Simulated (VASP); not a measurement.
# A point defect in a supercell of LaCu2

Wanted: what a point defect costs in LaCu2 and how the lattice relaxes round it. The start is a cell from a database of measured crystal structures.

Program: VASP 6.6.1. Level of theory: LDA; plane waves and PAW (La, Cu). Results are calculated unless marked as measured.

Most raw output is cut from this account.

**1. The structure**

Symmetry: P6/mmm, No. 191, hexagonal system. Conventional cell: a = 4.345 Å, b = 4.345 Å, c = 3.819 Å, α = 90.00°, β = 90.00°, γ = 120.00°. Nearest to La lie 12 Cu at 3.15 Å. Cu has 3 Cu at 2.51 Å and 6 La at 3.15 Å nearest. Farther neighbours are not listed.

As a file:

```
La Cu
1.0
     4.34500    0.00000    0.00000
    -2.17250    3.76288    0.00000
     0.00000    0.00000    3.81900
La Cu
1 2
Direct
  0.00000 0.00000 0.00000
  0.66667 0.33333 0.50000
  0.33333 0.66667 0.50000
```

**2. Relaxing the host crystal**

The later steps need the crystal at this functional's own lattice; a raised cutoff keeps the stress reliable while the cell changes.

INCAR reads:

```
SYSTEM = LaCu2
PREC = Accurate
ENCUT = 390
EDIFF = 1E-06
NELM = 120
ISMEAR = 1
SIGMA = 0.15
LREAL = .FALSE.
ALGO = Normal
GGA = CA
NBANDS = 22
LORBIT = 11
LWAVE = .FALSE.
LCHARG = .FALSE.
KPAR = 4
IBRION = 2
NSW = 40
ISIF = 3
EDIFFG = -0.02
POTIM = 0.4
```

POSCAR reads:

```
LaCu2
1.0
    4.3450000000      0.0000000000      0.0000000000
   -2.1725000000      3.7628803794      0.0000000000
    0.0000000000      0.0000000000      3.8190000000
La Cu
1 2
Direct
    0.0000000000      0.0000000000      0.0000000000
    0.6666666667      0.3333333333      0.5000000000
    0.3333333333      0.6666666667      0.5000000000
```

KPOINTS reads:

```
Automatic mesh
0
Gamma
6 6 6
0 0 0
```

Potentials, in the order of the species: La and Cu (LDA family, release 64).

Run with:

```sh
> mpirun -np 4 vasp_std
```

Elapsed: 38 s, on 4 MPI ranks of AMD EPYC 9R45, shared host; peak memory 0.65 GiB.

This run has no spin polarisation. Its electron count is odd, so without a moment it is a metal by construction. The k-mesh is coarse for a metal. After so large a change of volume the plane waves of the start cell no longer fit, so the final stress carries a basis-set error. The run keeps the 24 symmetry operations of its start, so it cannot find a distortion of lower symmetry.

The steps of the relaxation:

| step | energy less that of the first step (eV) | largest force (eV/Å) | pressure (GPa) | volume (Å³) |
| --- | --- | --- | --- | --- |
| 1 | 0.0000 | 0.0000 | -6.23 | 62.44 |
| 2 | -0.1098 | 0.0000 | 0.93 | 56.77 |
| 3 | -0.1111 | 0.0000 | -0.14 | 57.32 |
| 4 | -0.1111 | 0.0000 | 0.21 | 57.22 |
| 5 | -0.1112 | 0.0000 | -0.25 | 57.39 |
| 6 | -0.1112 | 0.0000 | -0.06 | 57.33 |
| 7 | -0.1113 | 0.0000 | 0.12 | 57.35 |
| 8 | -0.1112 | 0.0000 | -0.12 | 57.38 |
| 9 | -0.1114 | 0.0000 | -0.08 | 57.34 |
| 10 | -0.1114 | 0.0000 | -0.10 | 57.32 |

| conventional cell, symmetrised | before | after | change |
| --- | --- | --- | --- |
| a (Å) | 4.345 | 4.219 | -2.9 % |
| b (Å) | 4.345 | 4.219 | -2.9 % |
| c (Å) | 3.819 | 3.718 | -2.6 % |
| volume (Å³/atom) | 20.81 | 19.11 | -8.2 % |

Final coordinates:

```xyz
3
Lattice="4.2193 0.0000 0.0000 -2.1096 3.6540 0.0000 0.0000 0.0000 3.7179" Properties=species:S:1:pos:R:3 pbc="T T T"
La    0.0000    0.0000    0.0000
Cu    2.1096    1.2180    1.8589
Cu    0.0000    2.4360    1.8589
```

This step gave:

```yaml
electronic_cycles: 97
electrons: 33
free_energy_toten: -15.49 eV
energy_at_zero_smearing: -15.49 eV
fermi_energy: 8.073 eV
labelled_metallic_from_the_levels_on_this_mesh: yes
```

The run ended after 10 ionic steps, 0.111 eV below its first step, once forces and stress met EDIFFG = -0.02.

**3. Relax the host again, on a new basis**

The volume changed by more than 5 %, so the plane waves of the start no longer fit; a second relaxation removes that error.

Changes to INCAR since step 2:

```diff
@@ -16,3 +16,3 @@
 IBRION = 2
-NSW = 40
+NSW = 30
 ISIF = 3
```

POSCAR reads:

```
LaCu2
1.0
    4.2192765632      0.0000000000      0.0000000000
   -2.1096382816      3.6540006893      0.0000000000
    0.0000000000      0.0000000000      3.7178940798
La Cu
1 2
Direct
    0.0000000000      0.0000000000      0.0000000000
    0.6666666667      0.3333333333      0.5000000000
    0.3333333333      0.6666666667      0.5000000000
```

KPOINTS reads:

```
Automatic mesh
0
Gamma
7 7 7
0 0 0
```

Run with:

```sh
> mpirun -np 4 vasp_std
```

It took 25 s on 4 MPI ranks; peak memory 0.61 GiB; 95 s of CPU time.

Relaxation path:

| step | energy less that of the first step (eV) | largest force (eV/Å) | pressure (GPa) | volume (Å³) |
| --- | --- | --- | --- | --- |
| 1 | 0.0000 | 0.0000 | 0.10 | 57.32 |
| 2 | -0.0005 | 0.0000 | -0.32 | 57.40 |
| 3 | -0.0010 | 0.0000 | -0.39 | 57.49 |
| 4 | -0.0013 | 0.0000 | -0.29 | 57.66 |
| 5 | -0.0013 | 0.0000 | 0.24 | 57.39 |
| 6 | -0.0015 | 0.0000 | -0.05 | 57.51 |

| conventional cell, symmetrised | before | after | change |
| --- | --- | --- | --- |
| a (Å) | 4.219 | 4.199 | -0.5 % |
| b (Å) | 4.219 | 4.199 | -0.5 % |
| c (Å) | 3.718 | 3.766 | +1.3 % |
| volume (Å³/atom) | 19.11 | 19.17 | +0.3 % |

Final coordinates:

```
La Cu
1.0
     4.19906    0.00000    0.00000
    -2.09953    3.63649    0.00000
     0.00000    0.00000    3.76616
La Cu
1 2
Direct
  0.00000 0.00000 0.00000
  0.66667 0.33333 0.50000
  0.33333 0.66667 0.50000
```

This step gave:

| Item | Value |
| --- | --- |
| electronic cycles | 63 |
| free energy (TOTEN) | -15.45 eV |
| energy at zero smearing | -15.45 eV |
| Fermi energy | 8.143 eV |

The run ended after 6 ionic steps, 0.001 eV below its first step, once forces and stress met EDIFFG = -0.02.

**4. The supercell without the defect**

System of this step: LaCu2. The structure is hexagonal, space group P6/mmm (No. 191). Conventional cell: a = 4.199 Å, b = 4.199 Å, c = 3.766 Å, α = 90.00°, β = 90.00°, γ = 120.00°. Nearest to La lie 12 Cu at 3.07 Å. Nearest to Cu lie 3 Cu at 2.42 Å and 6 La at 3.07 Å. Farther neighbours are not listed.

The same cell, mesh and cutoff without the defect give the energy to subtract and, in a gapped host, the band edges to count from, so that most errors cancel.

INCAR reads:

```
SYSTEM = LaCu2
PREC = Normal
ENCUT = 300
EDIFF = 1E-05
NELM = 120
ISMEAR = 1
SIGMA = 0.2
LREAL = Auto
ALGO = Fast
GGA = CA
LORBIT = 11
LWAVE = .FALSE.
LCHARG = .FALSE.
KPAR = 4
```

POSCAR reads:

```
LaCu2
1.0
    8.3981241376      0.0000000000      0.0000000000
   -4.1990620688      7.2729888474      0.0000000000
    0.0000000000      0.0000000000     11.2984747002
La Cu
12 24
Direct
    0.0000000000      0.0000000000      0.0000000000
    0.0000000000      0.0000000000      0.3333333333
    0.0000000000      0.0000000000      0.6666666667
    0.0000000000      0.5000000000      0.0000000000
    0.0000000000      0.5000000000      0.3333333333
    0.0000000000      0.5000000000      0.6666666667
    0.5000000000      0.0000000000      0.0000000000
    0.5000000000      0.0000000000      0.3333333333
    0.5000000000      0.0000000000      0.6666666667
    0.5000000000      0.5000000000      0.0000000000
    0.5000000000      0.5000000000      0.3333333333
    0.5000000000      0.5000000000      0.6666666667
    0.3333333334      0.1666666666      0.1666666667
    0.3333333334      0.1666666666      0.5000000000
    0.3333333334      0.1666666666      0.8333333333
    0.3333333334      0.6666666666      0.1666666667
    0.3333333334      0.6666666666      0.5000000000
    0.3333333334      0.6666666666      0.8333333333
    0.8333333334      0.1666666666      0.1666666667
    0.8333333334      0.1666666666      0.5000000000
    0.8333333334      0.1666666666      0.8333333333
    0.8333333334      0.6666666666      0.1666666667
    0.8333333334      0.6666666666      0.5000000000
    0.8333333334      0.6666666666      0.8333333333
    0.1666666667      0.3333333334      0.1666666667
    0.1666666667      0.3333333334      0.5000000000
    0.1666666667      0.3333333334      0.8333333333
    0.1666666667      0.8333333334      0.1666666667
    0.1666666667      0.8333333334      0.5000000000
    0.1666666667      0.8333333334      0.8333333333
    0.6666666667      0.3333333334      0.1666666667
    0.6666666667      0.3333333334      0.5000000000
    0.6666666667      0.3333333334      0.8333333333
    0.6666666667      0.8333333334      0.1666666667
    0.6666666667      0.8333333334      0.5000000000
    0.6666666667      0.8333333334      0.8333333333
```

KPOINTS reads:

```
Automatic mesh
0
Gamma
3 3 2
0 0 0
```

Run with:

```sh
> mpirun -np 4 vasp_std
```

The job ended after 12 min (4 MPI ranks; peak memory 1.6 GiB).

The electronic loop did not meet EDIFF within NELM cycles, so this run is left out of the comparison.

**5. Results**

```yaml
result: none
```

What this shows: The session ends without its result: «perfect supercell» did not converge.

[Lines on the potential files, build, host, timing and source positions are cut from VASP's logs without a mark.]

[Logs are printed without paths, hosts, clocks, repeated set-up lines and the standing remarks that a program may print on its own settings, such as how far it seeks lower states.]

[Hosts, paths, dates, database ids (printed as entryN), source tags and the programs' standing remarks are cut or masked in the printed files.]

[In band tables of VASP the shares of atoms and orbitals are scaled to a sum of 1 inside the atoms' spheres.]

[Runs that stopped without an error message from VASP are left out.]
